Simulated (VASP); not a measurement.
Here is the system:

```xyz
2
Lattice="3.3101 0.0000 0.0000 0.0000 3.3101 0.0000 0.0000 0.0000 3.3101" Properties=species:S:1:pos:R:3 pbc="T T T"
In     1.6551     1.6551     1.6551
Pd     0.0000     0.0000     0.0000
```

Calculation: optB86b-vdW, VASP's PBE PAW potentials (set 64) (plane waves; VASP). Numerical set-up: 520 eV cut-off, 11×11×11 Γ-centred mesh, first-order Methfessel-Paxton smearing of 0.10 eV, potentials In_d Pd.

Unless said otherwise, spin-orbit coupling is left out, though it shifts the bands of the heavy elements here.

**Question.** Predict the energy per atom (σ→0), pressure, band gap (on the k-mesh) with the smallest direct gap where there is one.

**Answer.** 
```json
{
 "band gap (on the k-mesh)": "none (metal, semimetal or under 0.01 eV)",
 "energy per atom (σ→0)": "-1.446 eV/atom",
 "pressure": "-3.74 GPa"
}
```

Total energies compare only between runs with the same potentials, cut-off and functional.

The compound is PdIn in the CsCl type structure. This cell is one point of a volume scan, at 1.03 of the reference volume. The electron count is odd and the run is not spin-polarised, which forces a metal.
